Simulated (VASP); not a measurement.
Data:

```yaml
crystal:
  lattice:
    - [3.27219, 0.00000, 0.00000]
    - [-1.63610, 2.83380, 0.00000]
    - [0.00000, 0.00000, 16.73723]
  atoms:
    - { symbol: W, position: [0.00000, 0.00000, 0.00000] }
    - { symbol: Se, position: [0.33333, 0.66667, 0.10008] }
    - { symbol: Se, position: [0.33333, 0.66667, 0.89992] }
```

Level of theory: PBEsol GGA, VASP's PBE PAW potentials (set 64) (plane waves; VASP). Run with 400 eV cut-off, 9×9×2 Γ-centred mesh, tetrahedra with Blöchl corrections, potentials W_sv Se.

The cell holds a wide vacuum, so values per volume refer to the whole cell. The cores are frozen, which limits the accuracy of field gradients.

Problem. Give the principal components of the electric field gradient (V/Å²) and the asymmetry η at each nucleus.

Solution. 
| atom | Vxx | Vyy | Vzz | η |
|---|---|---|---|---|
| W1 | 74.4 | 74.4 | -148.8 | 0.00 |
| Se2 | 42.0 | 42.0 | -84.1 | 0.00 |
| Se3 | 42.0 | 42.0 | -84.1 | 0.00 |

The cell is a sheet with vacuum, built from a database entry that may be metastable or hypothetical.
